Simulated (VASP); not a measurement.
C (diamond) is relaxed at rising pressure, each step from the one before. Symmetry mostly holds the structure type, and other phases were not tried. The mesh follows the cell, and a change of mesh leaves a small step in the series.

Here is the system:

```yaml
crystal:
  lattice:
    - [0.00000, 1.78562, 1.78562]
    - [1.78562, 0.00000, 1.78562]
    - [1.78562, 1.78562, 0.00000]
  atoms:
    - { symbol: C, position: [0.00000, 0.00000, 0.00000] }
    - { symbol: C, position: [0.25000, 0.25000, 0.25000] }
```

These are PBE GGA, VASP's PBE PAW potentials (set 64) (plane waves; VASP 6.6.1) values and carry that method's errors. Settings: 620 eV cut-off, 13×13×13 Γ-centred mesh, Gaussian smearing of 0.050 eV, potentials C.

| P (GPa) | V (Å³/atom) | H − H(0) (eV/atom) | space group | k-mesh |
|---|---|---|---|---|
| 0 | 5.69 | 0.000 | Fd-3m | 13×13×13 |
| 5 | 5.63 | 0.177 | Fd-3m | 13×13×13 |
| 10 | … | … | Fd-3m | 13×13×13 |
| 20 | … | … | Fd-3m | 13×13×13 |
| 30 | 5.35 | 1.034 | Fd-3m | 13×13×13 |
| 45 | 5.22 | 1.530 | Fd-3m | 13×13×13 |

**Question.** Fill in the missing entries.

**Answer.** 
- 20, V (Å³/atom): 5.46
- 20, H − H(0) (eV/atom): 0.697
- 10, V (Å³/atom): 5.57
- 10, H − H(0) (eV/atom): 0.352

Pressures at which the relaxation failed are left out.

The compound is C in the diamond structure.
